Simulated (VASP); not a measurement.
Crystal: TaSbSe.

```xyz
3
Lattice="3.6296 0.0000 0.0000 0.0000 3.6296 0.0000 0.0000 0.0000 5.6345" Properties=species:S:1:pos:R:3 pbc="T T T"
Ta    0.0000    0.0000    0.0000
Sb    0.0000    0.0000    2.8173
Se    1.8148    1.8148    0.0000
```

The cell was built by a generator and needn't be a form met in nature.

* Program: VASP 6.6.1
* Task: relaxation of cell and atoms
* Functional: LDA
* Potentials or basis: VASP PAW LDA potentials, release 64 (Ta_pv, Sb, Se)
* Cutoff: 600 eV
* k mesh: 7 × 7 × 5
* Occupations: fermi-dirac, width 0.05 eV
* Spin: no spin polarisation

At the start: pressure -5.6 GPa; volume 24.74 Å³/atom.

Q: Where does the relaxation end?

A: Over 4 steps the energy falls by 25.4 meV/atom and the volume is 23.36 Å³/atom (-5.6 %); space group P4/mmm (No. 123, to 0.05 Å).

Step by step:
| step | energy change (eV) | largest force (eV/Å) | pressure (GPa) | volume (Å³) |
| --- | --- | --- | --- | --- |
| 1 | 0.0000 | 0.0000 | -5.56 | 74.23 |
| 2 | 0.0479 | 0.0000 | 8.97 | 65.39 |
| 3 | -0.0761 | 0.0000 | -0.08 | 70.15 |
| 4 | -0.0761 | 0.0000 | 0.03 | 70.07 |

Final structure:
```
CELL_PARAMETERS angstrom
3.55737 0.00000 0.00000
0.00000 3.55737 0.00000
0.00000 0.00000 5.53691
ATOMIC_POSITIONS crystal
Ta 0.00000 0.00000 0.00000
Sb 0.00000 0.00000 0.50000
Se 0.50000 0.50000 0.00000
```
